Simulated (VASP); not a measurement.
Write the native input for VASP 6.6.1 that does the following.

```
Task                   : single point
Functional             : PBE
Potentials or basis    : VASP PAW PBE potentials, release 64 (Ti_sv, P)
Cutoff                 : 520 eV
k mesh                 : 18 × 18 × 1
Occupations            : gaussian, width 0.1 eV
Spin                   : no spin polarisation
Dipole correction      : yes
Further INCAR settings : ALGO = Fast; EDIFF = 1e-06; NBANDS = 25
```

The structure of TiP lies in POSCAR:

```
TiP
1.0
    3.5574750404     -0.0000000032      0.0000000000
   -1.7787375175      3.0808637599      0.0000000000
    0.0000000000      0.0000000000     34.9522104000
Ti P
2 2
Direct
    0.6666666667      0.3333333333      0.2555229791
    0.3333333333      0.6666666667      0.3166868975
    0.0000000000      0.0000000000      0.2219269937
    0.0000000000      0.0000000000      0.3502828829
```

The cell was built by a generator and needn't be a form met in nature.

The cell isn't the ideal one: species swapped into a sheet of the TbBr type.

These files were run (other wordings do the same):

INCAR

```
SYSTEM = TiP
ALGO     = Fast           ! electronic algorithm
DIPOL    = 0.5 0.5 0.286
EDIFF    = 1E-6           ! SCF threshold, eV
ENCUT    = 520            ! plane-wave cutoff, eV
GGA      = PE             ! functional
IDIPOL   = 3            
ISIF     = 2              ! what is computed and relaxed
ISMEAR   = 0              ! smearing method
LASPH    = .True.         ! aspherical terms in the spheres
LCHARG   = .False.        ! write CHGCAR
LDIPOL   = .True.       
LREAL    = .False.        ! projectors in reciprocal space
LWAVE    = .False.        ! write WAVECAR
NBANDS   = 25             ! bands
NELM     = 100            ! most SCF steps
PREC     = Accurate       ! precision mode
SIGMA    = 0.1            ! smearing width, eV
```

KPOINTS

```
k-points
0
Gamma
  18 18 1
  0 0 0
```

Potentials or basis: VASP PAW PBE potentials, release 64 (Ti_sv, P).

Command:

```bash
$ cat potpaw_PBE.64/Ti_sv/POTCAR potpaw_PBE.64/P/POTCAR > POTCAR
$ mpirun -np 1 vasp_std > vasp.out
```

Results of the run:

The largest force is 0.018 eV/Å. The band gap on the k mesh is none (metal or under the smearing width).

It took 9.4 min on 1 thread of Intel(R) Xeon(R) 6975P-C (Granite Rapids), with other jobs on the host, peak memory 0.7 GiB.
